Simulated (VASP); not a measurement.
```xyz
4
Lattice="4.0843 0.0000 0.0000 0.0000 4.0843 0.0000 0.0000 0.0000 4.0843" Properties=species:S:1:pos:R:3 pbc="T T T"
Sc     0.0000     0.0000     0.0000
Al     0.0000     2.0421     2.0421
Al     2.0421     0.0000     2.0421
Al     2.0421     2.0421     0.0000
```

Level of theory: SCAN meta-GGA, VASP's PBE PAW potentials (set 64) (plane waves; VASP 6.6.1). Settings: 520 eV cut-off, 9×9×9 Γ-centred mesh, tetrahedra with Blöchl corrections, potentials Sc_sv Al.

Problem. Give the energies of bands 5 to 13 at the high-symmetry points, in eV from the Fermi level.

Solution. 
| band | Γ | X | M | R |
|---|---|---|---|---|
| 5 | -10.49 | -8.54 | -7.08 | -4.96 |
| 6 | -2.64 | -7.64 | -5.87 | -4.96 |
| 7 | -2.64 | -1.81 | -5.87 | -4.96 |
| 8 | -1.95 | -1.81 | -4.57 | -4.76 |
| 9 | -1.95 | -1.50 | -0.54 | -3.13 |
| 10 | -1.95 | 1.01 | -0.54 | -3.13 |
| 11 | 1.33 | 1.01 | 1.21 | -3.13 |
| 12 | 1.42 | 1.14 | 1.52 | 1.05 |
| 13 | 1.42 | 1.40 | 2.33 | 2.92 |

It has no gap at this level: it comes out as a metal or semimetal.

The compound is Al3Sc in the L1_2 structure. It was relaxed first.
